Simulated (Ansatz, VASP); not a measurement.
# Cross-check of GePt between VASP and Ansatz, part 2 of 2

One calculation is typed for both programs; each brings its own data sets. How far apart do they land? The cell is generated by rule, not measured, and may not be a known phase. The cell is taken from a series of runs on this material, whose earlier steps may have relaxed, scaled, displaced or heated it; both programs get it as it stands.

VASP 6.6.1 and Ansatz 0.2.0.

So far: Starting point; Ansatz: zone-centre phonons, r2SCAN; VASP: zone-centre phonons, r2SCAN.

**3. VASP: zone-centre phonons, r2SCAN (continued)**

Level of this step: r2SCAN; plane waves and PAW (Pt, Ge_d); invented cell (VASP).

Numbers of over 12 decimals in the logs are rounded to 6 here.

From OUTCAR (step 3):

```text
ion  position               nearest neighbor table
   1  0.000  0.000  0.000-   2 2.73   2 2.73   2 2.73   2 2.73   2 2.73   2 2.73   2 2.73   2 2.73

  LATTYP: Found a simple cubic cell.
 ALAT       =     3.1569466852

 Subroutine GETGRP returns: Found 48 space group operations
 (whereof 48 operations were pure point group operations)

The static configuration has the point symmetry O_h .

 Found    165 irreducible k-points:

   k-points           NKPTS =    165   k-points in BZ     NKDIM =    165   number of bands    NBANDS=     18

   dimension x,y,z NGX =    24 NGY =   24 NGZ =   24
   dimension x,y,z NGXF=    48 NGYF=   48 NGZF=   48

   ENCUT  =  550.0 eV  40.42 Ry    6.36 a.u.   6.04  6.04  6.04*2*pi/ulx,y,z

   NELECT =      24.0000    total number of electrons

 k-points in reciprocal lattice and weights: Automatic mesh
   0.00000000  0.00000000  0.00000000       0.000
   0.06250000  0.00000000  0.00000000       0.001
   0.12500000  0.00000000  0.00000000       0.001
   0.18750000  0.00000000  0.00000000       0.001
   0.25000000  0.00000000  0.00000000       0.001
   0.31250000  0.00000000  0.00000000       0.001
   0.37500000  0.00000000  0.00000000       0.001
   0.43750000  0.00000000  0.00000000       0.001
   0.50000000  0.00000000  0.00000000       0.001
[...]
0.50000000  0.50000000  0.43750000       0.001
   0.50000000  0.50000000  0.50000000       0.000

 average (electrostatic) potential at core
       1 -69.7221       2 -74.8882

 E-fermi :   9.8372

 k-point     1 :       0.0000    0.0000    0.0000
  band No.  band energies     occupation
    ...
      7       4.6266      2.00000
      8       4.6268      2.00000
      9       7.3360      2.00000
     10       7.3360      2.00000
     11       7.3360      2.00000
     12      11.6594     -0.00000
     13      11.6594     -0.00000
     14      11.6608     -0.00000
     15      14.9942      0.00000
     16      20.3871      0.00000
    ...

 k-point     2 :       0.0625    0.0000    0.0000
  band No.  band energies     occupation
    ...
      7       4.6328      2.00000
      8       4.6417      2.00000
      9       7.2332      2.00000
     10       7.2332      2.00000
     11       7.3400      2.00000
     12      11.1339     -0.00000
     13      11.8296     -0.00000
     14      11.8296     -0.00000
     15      15.4412      0.00000
     16      20.2634      0.00000
    ...

 k-point     3 :       0.1250    0.0000    0.0000
  band No.  band energies     occupation
    ...
      7       4.6200      2.00000
      8       4.6846      2.00000
      9       6.9711      2.00000
     10       6.9711      2.00000
     11       7.3515      2.00000
     12      10.1140     -0.06470
     13      12.2943     -0.00000
     14      12.2943     -0.00000
     15      16.2156      0.00000
     16      19.9220      0.00000
    ...

  Total        0.0164597      0.0225234      0.0225234     -0.0000000      0.0000000      0.0000000
  in kB        0.8381665      1.1469473      1.1469473     -0.0000000      0.0000000      0.0000000
  external PRESSURE =       1.0440204 kB  Pullay stress =       0.0000000 kB

  energy-cutoff  :      550.00
  volume of cell :       31.46
      direct lattice vectors                 reciprocal lattice vectors
     3.156946685  0.000000000  0.000000000     0.316761764  0.000000000  0.000000000
     0.000000000  3.156946685  0.000000000     0.000000000  0.316761764  0.000000000
     0.000000000  0.000000000  3.156946685     0.000000000  0.000000000  0.316761764

 POSITION                                       TOTAL-FORCE (eV/Angst)
 -----------------------------------------------------------------------------------
      0.00000      0.00000      0.00000        -0.008039      0.000000     -0.000000
      1.56347      1.57847      1.57847         0.008039      0.000000      0.000000
 -----------------------------------------------------------------------------------
    total drift:                               -0.004771     -0.000000     -0.000019

  FREE ENERGIE OF THE ION-ELECTRON SYSTEM (eV)
  ---------------------------------------------------
  free  energy   TOTEN  =       -65.4333027224 eV

  energy  without entropy=      -65.4330653993  energy(sigma->0) =      -65.43322361

 Eigenvectors and eigenvalues of the dynamical matrix
 ----------------------------------------------------

   1 f  =    1.648652 THz    10.358786 2PiTHz   54.993109 cm-1     6.818273 meV
             X         Y         Z           dx          dy          dz
      0.000000  0.000000  0.000000     0.568719   -0.000000    0.000000
      1.578473  1.578473  1.578473    -0.822532   -0.000000    0.000000

   2 f  =    1.648652 THz    10.358786 2PiTHz   54.993109 cm-1     6.818273 meV
             X         Y         Z           dx          dy          dz
      0.000000  0.000000  0.000000    -0.000000    0.568719   -0.000000
      1.578473  1.578473  1.578473     0.000000   -0.822532    0.000000

   3 f  =    1.648652 THz    10.358786 2PiTHz   54.993109 cm-1     6.818273 meV
             X         Y         Z           dx          dy          dz
      0.000000  0.000000  0.000000    -0.000000   -0.000000   -0.568719
      1.578473  1.578473  1.578473     0.000000    0.000000    0.822532

   4 f/i=    0.094313 THz     0.592587 2PiTHz    3.145950 cm-1     0.390048 meV
             X         Y         Z           dx          dy          dz
      0.000000  0.000000  0.000000     0.822383    0.014879   -0.004812
      1.578473  1.578473  1.578473     0.568616    0.010288   -0.003327

   5 f/i=    0.094313 THz     0.592587 2PiTHz    3.145950 cm-1     0.390048 meV
             X         Y         Z           dx          dy          dz
      0.000000  0.000000  0.000000     0.015543   -0.749979    0.337415
      1.578473  1.578473  1.578473     0.010747   -0.518554    0.233297

   6 f/i=    0.094313 THz     0.592587 2PiTHz    3.145950 cm-1     0.390048 meV
             X         Y         Z           dx          dy          dz
      0.000000  0.000000  0.000000    -0.001716    0.337445    0.750125
      1.578473  1.578473  1.578473    -0.001186    0.233318    0.518655

 ELASTIC MODULI CONTR FROM IONIC RELAXATION (kBar)
 Direction    XX          YY          ZZ          XY          YZ          ZX
 --------------------------------------------------------------------------------
 XX           0.0000      0.0000      0.0000      0.0000      0.0000      0.0000
 YY           0.0000      0.0000      0.0000      0.0000      0.0000      0.0000
 ZZ           0.0000      0.0000      0.0000      0.0000      0.0000      0.0000
 XY           0.0000      0.0000      0.0000      0.0000      0.0000      0.0000
 YZ           0.0000      0.0000      0.0000      0.0000      0.0000      0.0000
 ZX           0.0000      0.0000      0.0000      0.0000      0.0000      0.0000
 --------------------------------------------------------------------------------

 total charge
# of ion       s       p       d       tot
------------------------------------------
    1        0.620   0.473   8.206   9.299
    2        1.159   1.018  10.083  12.259
--------------------------------------------------
tot          1.779   1.491  18.288  21.559

[... 3 further parts left out ...]
```

CONTCAR:

```
GePt
   1.00000000000000
     3.1569466851999999    0.0000000000000000    0.0000000000000000
     0.0000000000000000    3.1569466851999999    0.0000000000000000
     0.0000000000000000    0.0000000000000000    3.1569466851999999
  Pt              Ge
     1     1
Direct
     0.0000000000000000    0.0000000000000000    0.0000000000000000
     0.4952485735440764    0.5000000000000001    0.5000000000000001
```

The last energy, forces, stress and levels in OUTCAR belong to the last displaced cell, not to the cell of POSCAR.

Levels, forces or a CONTCAR printed for this step are those of its last displaced cell, not of the structure at rest.

**4. Side by side**

Known differences besides the potentials themselves: VASP keeps PBE cores, Ansatz makes them for the functional; the data sets hold 32 valence electrons in Ansatz (on its default PAW (the set named soft_2) files) and 24 in VASP; the cutoff is 500 eV in Ansatz and 550 eV in VASP; VASP uses finite displacements, Ansatz perturbation theory. Total energies have different zeros and are not compared.

The two programs side by side:

| quantity | Ansatz | VASP | difference |
| --- | --- | --- | --- |
| optical mode 1 to 3 (cm⁻¹) | 57.6 | 55.0 | +4.79 % |

Modes are paired by rising frequency, not by their patterns, so a pair may set unlike modes beside each other; they are those without the splitting of longitudinal modes.

**5. Results**

| Quantity | Value |
| --- | --- |
| r.m.s. difference of the optical zone-centre modes, each program's sorted by frequency (zone-centre phonons, r2SCAN) | 2.6 cm⁻¹ |
| difference in optical mode 1 to 3 (zone-centre phonons, r2SCAN) | +4.8 % |

In words: The r.m.s. difference of the optical zone-centre modes, each program's sorted by frequency is 2.6 cm⁻¹ (zone-centre phonons, r2SCAN). The data sets hold unlike numbers of valence electrons (32 in Ansatz and 24 in VASP), so part of the differences comes from the potentials. Among the rows given in per cent, the largest difference of the zone-centre phonons, r2SCAN pair is in optical mode 1 to 3, +4.8 %. How closely two codes agree says nothing of how well the functional describes the real material.

[Lines on the potential files, build, host, timing and source positions are cut from VASP's logs without a mark.]

[Logs are printed without paths, hosts, clocks, repeated set-up lines and the standing remarks that a program may print on its own settings, such as how far it seeks lower states.]

[Hosts, paths, dates, database ids (printed as entryN), source tags and the programs' standing remarks are cut or masked in the printed files.]
